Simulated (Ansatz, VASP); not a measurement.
# SnSe2: VASP beside Ansatz, part 2 of 2

Aim: how closely do two programs agree when they are given the same cell, functional and k mesh? The cell is taken from a series of VASP runs on this material, whose earlier steps may have relaxed, scaled or displaced it; both programs get it as it stands.

VASP 6.6.1 and Ansatz 0.2.0.

So far: Starting point; VASP: band structure, HSE06.

## 3. Ansatz: band structure, HSE06

Level of this step: Ansatz beside VASP: Kohn-Sham DFT, plane waves, HSE06 (Ansatz).

Ansatz runs on its default PAW (the set named soft_2) files.

The same cell, functional, mesh and smearing now go to Ansatz, which takes its cutoff from its data sets.

input.yaml reads:

```yaml
crystal:
  lattice:
    - [3.8108, 0.0, 0.0]
    - [-1.9054, 3.3002496087, 0.0]
    - [0.0, 0.0, 6.141]
  atoms:
    - { symbol: Sn, position: [0.0, 0.0, 0.0] }
    - { symbol: Se, position: [0.6666666667, 0.3333333333, 0.7508] }
    - { symbol: Se, position: [0.3333333333, 0.6666666667, 0.2492] }
hamiltonian:
  xc: { exchange: pbe, correlation: pbe, exx: { coeff: 0.25, omega: 0.2 } }
  pseudopotentials: { kind: paw }
kpoints:
  mp_grid: { grid: [4, 4, 3] }
  band_path:
    path:
      - [0.0, 0.0, 0.0]
      - [0.44444, 0.0, 0.0]
      - [0.38889, 0.22222, 0.0]
      - [0.18519, 0.18519, 0.0]
      - [0.07407, 0.07407, 0.0]
      - [0.0, 0.0, 0.11111]
      - [0.0, 0.0, 0.5]
      - [0.44444, 0.0, 0.5]
      - [0.38889, 0.22222, 0.5]
      - [0.18519, 0.18519, 0.5]
      - [0.5, 0.0, 0.38889]
      - [0.5, 0.0, 0.33333]
      - [0.33333, 0.33333, 0.0]
      - [0.33333, 0.33333, 0.5]
    npoints: 1
scf:
  occupations: { method: gaussian, width: 0.03 }
  n_extra_bands: 7
output:
  forces: true
  stress: true
  eigenvalues: true
```

Command:

```
ansatz run input.yaml --threads 4 --pin off --max-ram 9216MiB --backend cpu --events-out ev --progress --plain --runs-dir out
```

Numbers of over 12 decimals in the logs are rounded to 6 here.

The log of the run:

```text
Warning: output.stress: scf.convergence.dr2_threshold = 1e-7 eV (the SCF's general default) is looser than the 3e-10 eV advised for a printed stress (1e-10 eV for each atom of the cell: 3). What an SCF threshold leaves in a stress goes as its square root, and in the free energy as the threshold itself, and one threshold admits the most on a small cell: [figures from the program's tests cut] Set scf.convergence.dr2_threshold to 3e-10 eV or tighter. The threshold is an SCF's pass mark: one that does not reach it within its budget of iterations ends unconverged, or closes short of it on a stop that the run arms, and scf.convergence.dr2_threshold's page says what that costs each kind of run
Warning: output.stress: scf.exx.energy_threshold = 1e-6 eV is looser than the 3e-8 eV advised for a stress under a hybrid functional (1e-8 eV for each atom of the cell: 3). Every SCF of the exchange loop can meet its threshold on dr2 while the loop round them stops early: no threshold on dr2 bounds what that leaves in the stress. Set scf.exx.energy_threshold to 3e-8 eV or tighter. The threshold is the loop's pass mark: a loop that does not reach it within its budget of cycles ends unconverged, and scf.exx.energy_threshold's page has the law
scf.n_extra_bands = 7 over 23 filled bands (N_el = 46.0): the run solves 30 bands
Engine: ansatz 0.2.0, aarch64-unknown-linux-gnu
Pseudopotentials: kind: paw
Pseudopotential: Sn, paw, valence charge 14, recommended cutoff 420 eV (normal), Sn.paw.azcp
Pseudopotential: Se, paw, valence charge 16, recommended cutoff 420 eV (normal), Se.paw.azcp
Functional definition: unnamed
  parameter a_1 = 0.25
  parameter omega_1 = 0.2/angstrom
  exchange = pbe_x + (-a_1)*pbe_x_sr(omega_1) + a_1*exact_x_sr(omega_1)
  correlation = pbe_c
Crystal: 3 atoms, lattice volume = 77.233 Å³
Basis set: ecut = 420 eV, 1509 PW (Γ), exchange–correlation on 54×54×90 points (8 copies of the dense FFT grid, shifted against one another)
Bands: 30, of which v1, the nominal top of the filled ones, is band 23 counted from 1 (22 counted from 0)
Symmetry: 12 space group operations
Space group: P-3m1 (ITA 164), of the structure as read, at distance tolerance 4.3e-5 Å
k-points: 9 of 48
Non-local potential: Sn, projectors of the file, l = 0: 2, l = 1: 2, l = 2: 2, l = 3: 2
Non-local potential: Se, projectors of the file, l = 0: 2, l = 1: 2, l = 2: 3, l = 3: 1
PAW form: soft (Blöchl's): semilocal exchange-correlation on the pseudo side does not see the compensation charge
PAW frozen core: Sn, regenerated for the run's functional, and the local potential with it (the file was generated under x = pbe(κ = 0.804, μ = 0.219515), c = pbe(β = 0.066725))
PAW frozen core: Se, regenerated for the run's functional, and the local potential with it (the file was generated under x = pbe(κ = 0.804, μ = 0.219515), c = pbe(β = 0.066725))
PAW one-centre angular grid: Sn, 590 points (default); XC on 64 Gauss nodes
PAW one-centre angular grid: Se, 590 points (default); XC on 64 Gauss nodes
Initial density: superposition of atomic densities (neutral atoms: chi_scale 0, normalization atom), corrected by the library's trained network
Initial wavefunctions: pseudopotential atomic-orbital guess
Functional: x = pbe(κ = 0.804, μ = 0.219515), c = pbe(β = 0.066725), warm-up for x = pbe(κ = 0.804, μ = 0.219515) + 0.25 (exact − pbe) at short range (hse, ω = 0.2 Å⁻¹), c = pbe(β = 0.066725)
SCF iter   1: F=—  HF=-16963.168423 eV  |F-HF|=—  |Δ(HF+E_count)|=         —  Δρ=2.25e-3  dr2=5.26e-3  ethr=1.77e-3  ⟨swp⟩=8.8  Hψ=1103  notcnv=0
preconditioner: auto → none  [insulator: Δε(μ)=0.792 eV  Ē_g=17.440 eV  σ=0.030 eV  W_gap=1.00  n_scr=22 (ndim 8)  ℏωp=21.5 eV  f_vac=0.080  D(μ)=0.00/eV (n_scr^D=0)]
SCF iter   2: F=—  HF=-16963.168582 eV  |F-HF|=—  |Δ(HF+E_count)|=   1.58e-4  Δρ=1.06e-3  dr2=1.70e-3  ethr=1.14e-5  ⟨swp⟩=4.9  Hψ=747  notcnv=0  defer=4
SCF iter   3: F=—  HF=-16963.168408 eV  |F-HF|=—  |Δ(HF+E_count)|=   1.74e-4  Δρ=5.91e-4  dr2=2.93e-4  ethr=3.69e-6  ⟨swp⟩=4.1  Hψ=639  notcnv=0  defer=4
SCF iter   4: F=-16963.168452 eV  HF=-16963.168452 eV  |F-HF|=7.11e-7  |Δ(HF+E_count)|=   4.44e-5  Δρ=2.67e-4  dr2=5.09e-5  ethr=6.36e-7  ⟨swp⟩=3.2  Hψ=511  notcnv=0  defer=2
SCF 1 stopped early in 4 iterations: F = -16963.168452 eV  dr2 = 5.09e-5
  greatest PAW one-centre occupation: 1.000 electrons in one spin orbital (limit 2), on the Se atom at site 2 (counted from 0), in its partial waves of l = 2
Initial density: handed on by an earlier stage of this run
Initial wavefunctions: those handed on with the density
Functional: x = pbe(κ = 0.804, μ = 0.219515) + 0.25 (exact − pbe) at short range (hse, ω = 0.2 Å⁻¹), c = pbe(β = 0.066725)
Exchange kernel: α = 0.2500, screened, ω = 0.2000 Å⁻¹, Wigner–Seitz truncation, v(0) = 1107.6337 eV·Å³, q-mesh 4×4×3, nearest image of the exchange supercell L = 15.24 Å, pair-density grid 18×18×27, without the augmentation charges, whose exchange is taken in its separable form by FFT convolution over the k-point mesh (sized by the pseudopotential files, 24×24×45 at the most), smooth part of the exact exchange by density-matrix convolution
Frozen-core exchange: fock
[...]
iter 5 solved again at ethr=5.18e-8 eV; its pass at ethr=1.03e-6 eV (dr2=2.38e-5 eV) is discarded
SCF iter   5: F=—  HF=-16970.378941 eV  |F-HF|=—  |Δ(HF+E_count)|=   1.19e-4  Δρ=2.27e-4  dr2=4.32e-5  ethr=5.18e-8  ⟨swp⟩=4.0  Hψ=1002  notcnv=0
SCF iter   6: F=—  HF=-16970.379124 eV  |F-HF|=—  |Δ(HF+E_count)|=   1.83e-4  Δρ=1.09e-4  dr2=1.82e-5  ethr=5.13e-8  ⟨swp⟩=4.0  Hψ=657  notcnv=0
SCF iter   7: F=-16970.379119 eV  HF=-16970.379119 eV  |F-HF|=2.27e-8  |Δ(HF+E_count)|=   4.68e-6  Δρ=1.48e-5  dr2=7.69e-7  ethr=3.82e-8  ⟨swp⟩=4.0  Hψ=536  notcnv=0
SCF 2 stopped early in 7 iterations: F = -16970.379119 eV  dr2 = 7.69e-7
  Residual-converged pass: ⟨swp⟩=4.0  Hψ=769  notcnv=0  max |occ|·‖R‖ = 6.5e-6 eV (tolerance 6.7e-6 eV)  dr2=7.81e-7  dr2_onsite=2.28e-8  max |Δocc| = 1.5e-281
hybrid outer 1: dexx = +1.296e-2 eV, tail = 1.47e-4 eV
Exchange kernel: α = 0.2500, screened, ω = 0.2000 Å⁻¹, Wigner–Seitz truncation, v(0) = 1107.6337 eV·Å³, q-mesh 4×4×3, nearest image of the exchange supercell L = 15.24 Å, pair-density grid 18×18×27, without the augmentation charges, whose exchange is taken in its separable form by FFT convolution over the k-point mesh (sized by the pseudopotential files, 24×24×45 at the most), smooth part of the exact exchange by density-matrix convolution
Frozen-core exchange: fock
SCF iter   1: F=—  HF=-16970.379290 eV  |F-HF|=—  |Δ(HF+E_count)|=         —  Δρ=4.48e-5  dr2=7.92e-7  ethr=1.59e-6  ⟨swp⟩=4.3  Hψ=576  notcnv=0
preconditioner: auto → none  [insulator: Δε(μ)=1.512 eV  Ē_g=12.714 eV  σ=0.030 eV  W_gap=1.00  n_scr=22 (ndim 8)  ℏωp=16.9 eV  f_vac=0.087  D(μ)=0.00/eV (n_scr^D=0)]
SCF iter   2: F=—  HF=-16970.379292 eV  |F-HF|=—  |Δ(HF+E_count)|=   1.93e-6  Δρ=2.64e-5  dr2=3.31e-7  ethr=1.56e-9  ⟨swp⟩=4.0  Hψ=944  notcnv=0
SCF iter   3: F=—  HF=-16970.379292 eV  |F-HF|=—  |Δ(HF+E_count)|=   6.76e-8  Δρ=5.49e-6  dr2=9.14e-8  ethr=5.54e-10  ⟨swp⟩=3.0  Hψ=562  notcnv=0
SCF iter   4: F=—  HF=-16970.379293 eV  |F-HF|=—  |Δ(HF+E_count)|=   6.21e-7  Δρ=5.26e-6  dr2=2.79e-8  ethr=4.19e-11  ⟨swp⟩=4.4  Hψ=1008  notcnv=0  defer=1
SCF iter   5: F=—  HF=-16970.379293 eV  |F-HF|=—  |Δ(HF+E_count)|=   9.28e-9  Δρ=2.09e-6  dr2=1.98e-9  ethr=4.19e-11  ⟨swp⟩=3.0  Hψ=539  notcnv=0
SCF iter   6: F=-16970.379293 eV  HF=-16970.379293 eV  |F-HF|=4.07e-10  |Δ(HF+E_count)|=   4.53e-9  Δρ=5.58e-7  dr2=2.45e-10  ethr=2.93e-12  ⟨swp⟩=4.6  Hψ=766  notcnv=0  defer=2
SCF 3 converged in 6 iterations: F = -16970.379293 eV  dr2 = 2.45e-10
  Residual-converged pass: ⟨swp⟩=3.0  Hψ=479  notcnv=0  max |occ|·‖R‖ = 4.8e-7 eV (tolerance 5.4e-7 eV)  dr2=2.45e-10  dr2_onsite=6.87e-10  max |Δocc| = 3.9e-286
hybrid outer 2: dexx = +7.755e-7 eV, tail = 3.81e-8 eV, Δε = 3.72e-3 eV (about 1.40e-4 eV left of the loop's levels), ΔF = 1.25e-2 eV/Å (tail 2.18e-3)
Exchange kernel: α = 0.2500, screened, ω = 0.2000 Å⁻¹, Wigner–Seitz truncation, v(0) = 1107.6337 eV·Å³, q-mesh 4×4×3, nearest image of the exchange supercell L = 15.24 Å, pair-density grid 18×18×27, without the augmentation charges, whose exchange is taken in its separable form by FFT convolution over the k-point mesh (sized by the pseudopotential files, 24×24×45 at the most), smooth part of the exact exchange by density-matrix convolution
Frozen-core exchange: fock
SCF iter   1: F=—  HF=-16970.379293 eV  |F-HF|=—  |Δ(HF+E_count)|=         —  Δρ=1.22e-6  dr2=7.33e-10  ethr=4.14e-10  ⟨swp⟩=7.7  Hψ=667  notcnv=0
SCF iter   2: F=-16970.379293 eV  HF=-16970.379293 eV  |F-HF|=4.37e-11  |Δ(HF+E_count)|=  8.37e-11  Δρ=3.85e-7  dr2=9.43e-11  ethr=1.49e-12  ⟨swp⟩=4.0  Hψ=820  notcnv=0
SCF 4 converged in 2 iterations: F = -16970.379293 eV  dr2 = 9.43e-11
  Residual-converged pass: ⟨swp⟩=2.1  Hψ=453  notcnv=0  max |occ|·‖R‖ = 7.4e-7 eV (tolerance 7.5e-7 eV)  dr2=9.44e-11  dr2_onsite=8.55e-11  max |Δocc| = 1.5e-287
hybrid outer 3: dexx = +3.961e-10 eV, tail = 3.70e-10 eV, Δε = 4.45e-5 eV (about 8.75e-6 eV left of the loop's levels), ΔF = 9.21e-5 eV/Å (tail 1.68e-4)
NSCF: frozen V_eff on 14 k-points
hybrid SCF converged: 3 outer / 15 inner (+4 warm-up), last move |dexx| = 3.96e-10 eV, tail = 3.70e-10 eV
Stability not checked: this state was not tested for a lower state beside it, because the functional holds exact exchange (a hybrid, or Hartree-Fock), whose exchange loop this test does not read (fock_operator; see scf.lower_state_search)
Free energy (F): -16970.379293 eV
Frozen-core exchange: fock
Harris-Foulkes:  -16970.379293 eV  (|F-HF|=4.37e-11)
Internal energy: -16970.379293 eV  (E = F + TS)
E sigma→0 (E₀):  -16970.379293 eV
Fermi energy:    8.291106 eV
--- Per-component energies (eV) ---
  E_band       = -984.126692
  E_kinetic    = 424.434309
  E_local      = -6098.390297  (includes V_loc(G=0)·N_el)
  E_nonlocal   = -1224.448799
  E_hartree    = 3128.972277
  E_xc         = -466.572194
  E_vxc        = -233.263152  (∫ρ·V_xc dr)
  E_exx        = -173.920712  (= α·E_x^exact, valence–valence)
  E_paw        = -7918.421996  (= ΣΔE_a)
  E_vpaw       = 237.439178  (= ΣTr[D̂ρ^β])
  E_aug_tail   = -0.001222  (compensation charges beyond the density's cutoff)
  E_ewald      = -4640.148352
  E_core_change = -1.882306  (= ΣΔE_core)
  E_smearing   = -0.000000  (= −TS)
  E_closure    = -0.000000  (closes the sum)
  Σ components = -16970.379293   (vs F -16970.379293, Δ=3.64e-12)
--- Forces (eV/Å), atoms counted from 1 ---
  atom   1  Sn     0.00000000     0.00000000     0.00000000
  atom   2  Se    -0.00000000    -0.00000000    -0.23910990
  atom   3  Se     0.00000000     0.00000000     0.23910990
  max |Σ_I F_I| component: 4.63e-18 eV/Å
--- Stress (GPa, compression-positive) ---
        2.828769       0.000000       0.000000
        0.000000       2.828769       0.000000
       -0.000000       0.000000       3.278988
  P = ⅓ Tr σ = 2.9788 GPa (29.788 kbar)
--- Band table (eV; the first three rows and the last of 9) ---
  k-point 0: bands = [... 19 lower, 6.8188, 7.1829, 7.1829, 7.5357, 9.4895, 11.3846, 13.1811, 13.1811, ... 3 higher]
  k-point 1: bands = [... 19 lower, 6.7396, 6.7396, 7.3091, 7.3091, 10.6149, 11.3909, 12.9516, 12.9516, ... 3 higher]
  k-point 2: bands = [... 19 lower, 5.0714, 5.4187, 7.3256, 7.4572, 10.3790, 12.4633, 14.0184, 14.3047, ... 3 higher]
  k-point 8: bands = [... 19 lower, 3.6337, 4.5081, 6.3022, 7.2142, 10.6052, 13.1215, 14.3254, 15.0857, ... 3 higher]
```

Elapsed: 48 s, on 4 threads of Arm Neoverse V2, shared host; peak memory 1 GiB; 2.9 min of CPU time.

The column dr2 measures how far the density is from self-consistency, as an energy; F and HF (Harris–Foulkes) agree once it is small.

## 4. Side by side

Known differences besides the potentials themselves: exact exchange at q = 0 is treated differently, which shows on coarse meshes; VASP keeps PBE cores, Ansatz makes them for the functional; the data sets hold 46 valence electrons in Ansatz (default PAW (the set named soft_2) files) and 26 in VASP; the cutoff is 420 eV in Ansatz and 350 eV in VASP; VASP takes a coarser grid for exact exchange (PRECFOCK = Fast). Total energies have different zeros and are not compared.

Compared:

| quantity | Ansatz | VASP | difference |
| --- | --- | --- | --- |
| gap over the path points (eV) | 1.451 | 1.458 | -0.007 |

Forces (eV/Å; atoms numbered as in POSCAR):

| atom | Ansatz x, y, z | VASP x, y, z |
| --- | --- | --- |
| Sn1 | 0.000, 0.000, 0.000 | 0.000, 0.000, 0.000 |
| Se2 | 0.000, 0.000, -0.239 | 0.000, 0.000, -0.224 |
| Se3 | 0.000, 0.000, 0.239 | 0.000, 0.000, 0.224 |

Levels at points of the path, from each program's valence-band top (eV; 4 filled, then empty):

| k (reciprocal lattice) | Ansatz | VASP |
| --- | --- | --- |
| 0.000 0.000 0.000 | -0.78 -0.41 -0.41 -0.06 1.89 3.79 5.58 | -0.78 -0.42 -0.42 -0.06 1.89 3.80 5.59 |
| 0.444 0.000 0.000 | -3.25 -2.90 -1.17 -0.32 1.85 4.70 6.32 | -3.24 -2.89 -1.16 -0.32 1.86 4.71 6.34 |
| 0.389 0.222 0.000 | -3.85 -3.25 -1.70 -1.39 2.26 6.80 7.07 | -3.85 -3.24 -1.70 -1.38 2.26 6.81 7.07 |
| 0.185 0.185 0.000 | -3.90 -1.80 -1.53 -0.31 2.90 6.13 6.45 | -3.89 -1.79 -1.52 -0.31 2.90 6.13 6.45 |
| 0.074 0.074 0.000 | -1.84 -0.66 -0.47 0.00 2.96 4.71 5.14 | -1.83 -0.66 -0.47 0.00 2.95 4.71 5.15 |
| 0.000 0.000 0.111 | -0.79 -0.39 -0.39 -0.39 2.15 3.79 5.55 | -0.79 -0.39 -0.39 -0.39 2.14 3.80 5.56 |
| 0.000 0.000 0.500 | -0.88 -0.88 -0.25 -0.25 3.29 3.77 5.28 | -0.88 -0.88 -0.26 -0.26 3.28 3.78 5.29 |
| 0.444 0.000 0.500 | -2.71 -2.19 -0.97 -0.73 1.59 5.15 5.83 | -2.71 -2.18 -0.96 -0.73 1.59 5.15 5.84 |
| 0.389 0.222 0.500 | -4.29 -3.46 -0.59 -0.42 3.01 5.67 5.90 | -4.29 -3.45 -0.59 -0.42 3.01 5.68 5.91 |
| 0.185 0.185 0.500 | -3.27 -2.29 -0.91 -0.90 3.03 5.56 6.84 | -3.27 -2.29 -0.91 -0.89 3.03 5.57 6.85 |

The forces differ by 7.3 meV/Å r.m.s., which is 6.9 % of the r.m.s. force of 0.11 eV/Å (both taken over all components). Among the levels compared at these points, filled levels agree within 12 meV and empty ones within 14 meV.

## 5. Summary of results

```json
{
  "difference in gap over the path points (band structure, HSE06)": "-0.0068 eV",
  "r.m.s. force difference (band structure, HSE06)": "7.3 meV/Å"
}
```

**Reading.** The r.m.s. force difference is 7.3 meV/Å (band structure, HSE06), within the 12 meV/Å picked in this series as the mark of a large difference. Such differences can come from data sets, numerical settings and the points named under the comparisons, not from the functional's error against experiment.

[Lines on the potential files, build, host, timing and source positions are cut from VASP's logs without a mark.]

[Logs are printed without paths, hosts, clocks, repeated set-up lines and the standing remarks that a program may print on its own settings, such as how far it seeks lower states.]

[Hosts, paths, dates, database ids (printed as entryN), source tags and the programs' standing remarks are cut or masked in the printed files.]
